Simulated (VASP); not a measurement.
These are LDA (Ceperley-Alder, Perdew-Zunger), VASP's LDA PAW potentials (set 64) (plane waves; VASP) values and carry that method's errors.

A VASP calculation is set up with these files.

INCAR:
```
# general
SYSTEM   =  InAs
PREC     =  Accurate
ENCUT    =  400
LREAL    =  F
LASPH    =  T

# electronic loop
EDIFF    =  1E-6
NELM     =  100
ALGO     =  Normal
LMAXMIX  =  4

# smearing
ISMEAR   =  1
SIGMA    =  0.1

# ions
IBRION   =  2
NSW      =  60
ISIF     =  3
EDIFFG   =  -0.01

# output
LWAVE    =  F
LCHARG   =  F
```

KPOINTS:
```
Automatic mesh
0
Gamma
9 9 9
0 0 0
```

**POSCAR**
```
InAs
1
    0.0000000000     3.0535600000     3.0535600000
    3.0535600000     0.0000000000     3.0535600000
    3.0535600000     3.0535600000     0.0000000000
In As
1 1
Direct
  0.7500000000   0.7500000000   0.7500000000
  0.0000000000   0.0000000000   0.0000000000
```

POTCAR, in this order: In_d As (LDA.64 set). Program: vasp_std.

Energy and stress use the plane-wave basis of the starting cell. Unless said otherwise, spin-orbit coupling is left out, though it shifts the bands of the heavy elements here.

Question: Estimate the energy per atom (σ→0), volume per atom, band gap (on the k-mesh).

Answer: 
```yaml
energy per atom (σ→0): -4.514 eV/atom
band gap (on the k-mesh): none (metal, semimetal or under 0.01 eV)
volume_per_atom: 27.43 Å^3/atom
```

### OSZICAR
```
...
DAV:   1    -0.907644211325E+01   -0.50999E-01   -0.12357E+00  1155   0.251E+01    0.140E+00
DAV:   2    -0.903554621171E+01    0.40896E-01   -0.87268E-02  1115   0.745E+00    0.494E-01
DAV:   3    -0.902872505740E+01    0.68212E-02   -0.21781E-02  1195   0.341E+00    0.294E-01
DAV:   4    -0.902868892611E+01    0.36131E-04   -0.87293E-04   935   0.313E-01    0.219E-01
DAV:   5    -0.902852437007E+01    0.16456E-03   -0.10145E-04  1136   0.108E-01    0.952E-02
DAV:   6    -0.902850432716E+01    0.20043E-04   -0.38918E-05  1332   0.747E-02    0.131E-02
DAV:   7    -0.902850381264E+01    0.51453E-06   -0.45184E-06  1105   0.396E-02
   3 F= -.90285038E+01 E0= -.90285516E+01  d E =-.141289E-01
```

The structure comes from a computed database's InAs entry (F-43m); how it stands against other phases isn't given here. This run relaxes it. Symmetry was kept, so distortions that lower it aren't found.
